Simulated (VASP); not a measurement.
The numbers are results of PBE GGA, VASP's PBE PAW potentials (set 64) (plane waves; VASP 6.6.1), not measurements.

VASP ran on this input.

**POSCAR**
```
TiCo
1
    2.9658424470     0.0000000000     0.0000000000
    0.0000000000     2.9658424470     0.0000000000
    0.0000000000     0.0000000000     2.9658424470
Ti Co
1 1
Direct
  0.0000000000   0.0000000000   0.0000000000
  0.5000000000   0.5000000000   0.5000000000
```

### KPOINTS
```
kpoints
0
Gamma
  14 14 14
```

### INCAR
```
ALGO = Normal
EDIFF = 1E-7
ENCUT = 400
GGA = PE
ISIF = 2
ISMEAR = -5
LASPH = .True.
LCHARG = .True.
LMAXMIX = 4
LORBIT = 11
LREAL = .False.
LWAVE = .False.
NEDOS = 601
NELM = 100
PREC = Accurate
SYSTEM = TiCo
```

POTCAR, in this order: Ti_sv Co (PBE.64 set). Program: vasp_std.

What VASP printed:

OUTCAR:
```
 ion  position               nearest neighbor table
   1  0.000  0.000  0.000-   2 2.57   2 2.57   2 2.57   2 2.57   2 2.57   2 2.57   2 2.57   2 2.57
  LATTYP: Found a simple cubic cell.
 ALAT       =     2.9658424470
 Subroutine PRICEL returns:
 Original cell was already a primitive cell.
 Subroutine GETGRP returns: Found 48 space group operations
The static configuration has the point symmetry O_h .
The dynamic configuration has the point symmetry O_h .
 Subroutine INISYM returns: Found 48 space group operations
 Subroutine IBZKPT returns following result:
 Found    120 irreducible k-points:

 Following reciprocal coordinates:
            Coordinates               Weight
  0.000000  0.000000  0.000000      1.000000
  0.071429  0.000000  0.000000      6.000000
  0.142857  0.000000  0.000000      6.000000
  0.214286  0.000000  0.000000      6.000000
  0.285714  0.000000  0.000000      6.000000
  0.357143  0.000000  0.000000      6.000000
  0.428571  0.000000  0.000000      6.000000
  0.500000  0.000000  0.000000      3.000000
  0.071429  0.071429  0.000000     12.000000
  0.142857  0.071429  0.000000     24.000000
  0.214286  0.071429  0.000000     24.000000
  0.285714  0.071429  0.000000     24.000000
  0.357143  0.071429  0.000000     24.000000
  0.428571  0.071429  0.000000     24.000000
  0.500000  0.071429  0.000000     12.000000
  0.142857  0.142857  0.000000     12.000000
  0.214286  0.142857  0.000000     24.000000
  0.285714  0.142857  0.000000     24.000000
  0.357143  0.142857  0.000000     24.000000
  0.428571  0.142857  0.000000     24.000000
  0.500000  0.142857  0.000000     12.000000
  0.214286  0.214286  0.000000     12.000000
  0.285714  0.214286  0.000000     24.000000
  0.357143  0.214286  0.000000     24.000000
  0.428571  0.214286  0.000000     24.000000
...
```

**OSZICAR**
```
       N       E                     dE             d eps       ncg     rms          rms(c)
DAV:   1     0.135243864992E+03    0.13524E+03   -0.89854E+03  3360   0.159E+03
DAV:   2    -0.995924047476E+01   -0.14520E+03   -0.14290E+03  3402   0.380E+02
DAV:   3    -0.177148924430E+02   -0.77557E+01   -0.77005E+01  5198   0.985E+01
DAV:   4    -0.179204359837E+02   -0.20554E+00   -0.20497E+00  4090   0.133E+01
DAV:   5    -0.179285719649E+02   -0.81360E-02   -0.81358E-02  5020   0.241E+00    0.132E+01
DAV:   6    -0.160319943848E+02    0.18966E+01   -0.13080E+01  4236   0.551E+01    0.636E+00
DAV:   7    -0.185537715137E+02   -0.25218E+01   -0.28187E+01  5568   0.502E+01    0.233E+01
DAV:   8    -0.156092933867E+02    0.29445E+01   -0.17308E+01  5060   0.399E+01    0.171E+00
DAV:   9    -0.156431692464E+02   -0.33876E-01   -0.26193E-01  4412   0.493E+00    0.179E+00
DAV:  10    -0.156300265069E+02    0.13143E-01   -0.74716E-02  4926   0.348E+00    0.515E-01
DAV:  11    -0.156282135939E+02    0.18129E-02   -0.59465E-03  4428   0.841E-01    0.303E-01
DAV:  12    -0.156275256733E+02    0.68792E-03   -0.25927E-03  4852   0.446E-01    0.712E-02
DAV:  13    -0.156274958007E+02    0.29873E-04   -0.14144E-04  4370   0.106E-01    0.354E-02
DAV:  14    -0.156275011291E+02   -0.53284E-05   -0.57083E-05  5094   0.685E-02    0.350E-03
DAV:  15    -0.156275012247E+02   -0.95535E-07   -0.13810E-06  3700   0.146E-02    0.121E-03
DAV:  16    -0.156275011100E+02    0.11463E-06   -0.32375E-08  2300   0.232E-03    0.711E-04
DAV:  17    -0.156275008387E+02    0.27131E-06   -0.29981E-08  1860   0.195E-03    0.957E-05
DAV:  18    -0.156275008524E+02   -0.13642E-07   -0.70196E-09  1806   0.118E-03
   1 F= -.15627501E+02 E0= -.15627501E+02  d E =0.000000E+00
```

### OUTCAR
```
------------------------ aborting loop because EDIFF is reached ----------------------------------------
  FORCE on cell =-STRESS in cart. coord.  units (eV):
  Direction    XX          YY          ZZ          XY          YZ          ZX
  --------------------------------------------------------------------------------------
  Total       -0.0339234     -0.0339234     -0.0339234     -0.0000000      0.0000000     -0.0000000
  in kB       -2.0833678     -2.0833678     -2.0833678     -0.0000000      0.0000000     -0.0000000
  external PRESSURE =      -2.0833678 kB  Pullay stress =       0.0000000 kB
  volume of cell :       26.09
      direct lattice vectors                 reciprocal lattice vectors
     2.965842447  0.000000000  0.000000000     0.337172327  0.000000000  0.000000000
     0.000000000  2.965842447  0.000000000     0.000000000  0.337172327  0.000000000
     0.000000000  0.000000000  2.965842447     0.000000000  0.000000000  0.337172327
 POSITION                                       TOTAL-FORCE (eV/Angst)
 -----------------------------------------------------------------------------------
      0.00000      0.00000      0.00000         0.000000      0.000000      0.000000
      1.48292      1.48292      1.48292         0.000000      0.000000      0.000000
 -----------------------------------------------------------------------------------
    total drift:                               -0.000000      0.000000      0.000000
  FREE ENERGIE OF THE ION-ELECTRON SYSTEM (eV)
  ---------------------------------------------------
  free  energy   TOTEN  =       -15.6275008524 eV

  energy  without entropy=      -15.6275008524  energy(sigma->0) =      -15.62750085

 total charge

# of ion       s       p       d       tot
------------------------------------------
    1        2.248   6.184   1.874  10.306
    2        0.529   0.454   7.357   8.340
--------------------------------------------------
tot          2.777   6.637   9.231  18.645
```
(Selected blocks of OUTCAR.)

For a metal the tetrahedron method with Blöchl corrections gives inexact stress and forces.

The compound is TiCo in the CsCl type structure. It was relaxed first. The run is not spin-polarised, so no magnetic state was tried. The electron count is odd and the run is not spin-polarised, which forces a metal.
